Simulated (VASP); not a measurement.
Input:

```
CELL_PARAMETERS angstrom
      4.29123     0.00000     0.00000
      0.00000     4.41293     0.00000
      0.00000     0.00000    20.02510
ATOMIC_POSITIONS crystal
  Sn 0.75000 0.90788 0.56928
  Sn 0.25000 0.40788 0.43072
  Se 0.25000 0.46672 0.56643
  Se 0.75000 0.96672 0.43357
```

Method: HSE06 screened hybrid, VASP's PBE PAW potentials (set 64) (plane waves; VASP 6.6.1). Settings: 400 eV cut-off, 4×4×1 Γ-centred mesh, Gaussian smearing of 0.050 eV, potentials Sn_d Se.

The cell holds a wide vacuum, so values per volume refer to the whole cell. Unless said otherwise, spin-orbit coupling is left out, though it shifts the bands of the heavy elements here.

### Question
Predict the energy per atom (σ→0), largest force, band gap (over the mesh, the named points and PBE's band edges) with the smallest direct gap where there is one.

### Answer

| Quantity | Value |
|---|---|
| band gap (over the mesh, the named points and PBE's band edges) | 1.45 eV |
| smallest direct gap (over the mesh, the named points and PBE's band edges) | 1.45 eV |
| energy per atom (σ→0) | -4.879 eV/atom |
| largest force | 0.332 eV/Å |

Total energies compare only between runs with the same potentials, cut-off and functional.

The cell is a sheet with vacuum, built from a generated structure.
